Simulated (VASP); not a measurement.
A convergence study with VASP on KCl: one setting is varied, all else stays as given below, so the limit is that of these other settings.

```
KCl
1.0
    4.43436     0.00000     0.00000
   -4.43436     4.43436     0.00000
    0.00000     0.00000    23.40668
Cl K
4 4
Direct
  0.00000   0.50000   0.43302
  0.00000   0.00000   0.29906
  0.00000   0.50000   0.70094
  0.00000   0.00000   0.56698
  0.00000   0.00000   0.43302
  0.00000   0.50000   0.29906
  0.00000   0.00000   0.70094
  0.00000   0.50000   0.56698
```

Calculation: PBE GGA, VASP's PBE PAW potentials (set 64) (plane waves; VASP). The tightest run used: 300 eV cut-off, 17×17×1 Γ-centred mesh, Fermi-Dirac smearing of 0.020 eV, potentials Cl K_sv.

Gaps are read on the run's mesh, which can miss a band edge.

Task: The settings run are 2×2×1 mesh; 3×3×1 mesh; 4×4×1 mesh; 5×5×1 mesh; 6×6×1 mesh; 8×8×1 mesh; 9×9×1 mesh; 10×10×1 mesh; 12×12×1 mesh; 14×14×1 mesh; 17×17×1 mesh. From which on does the gap on the mesh stay within 0.01 eV of the tightest run?

Result: From 3×3×1 mesh on: it is off by 0.001 there and by no more than 0.01 in any finer run, while 2×2×1 mesh is off by 0.023.
```tsv
setting	E (eV/atom)	gap on the mesh (eV)	irreducible k-points	difference judged (eV)
2×2×1 mesh	-3.3512	4.953	3	0.023
3×3×1 mesh	-3.3649	4.975	3	0.001
4×4×1 mesh	-3.3654	4.976	6	0.000
5×5×1 mesh	-3.3656	4.976	6	0.000
6×6×1 mesh	-3.3655	4.976	10	0.000
8×8×1 mesh	-3.3655	4.978	15	0.002
9×9×1 mesh	-3.3655	4.978	15	0.002
10×10×1 mesh	-3.3655	4.976	21	0.000
12×12×1 mesh	-3.3655	4.976	28	0.000
14×14×1 mesh	-3.3655	4.976	36	0.000
17×17×1 mesh	-3.3655	4.976	45	0.000
```

Left out are rungs that failed or repeat a setting and relaxations that didn't move; long series are thinned to 24 rows.

The cell is a sheet or thin cut with vacuum, built from a generated structure.
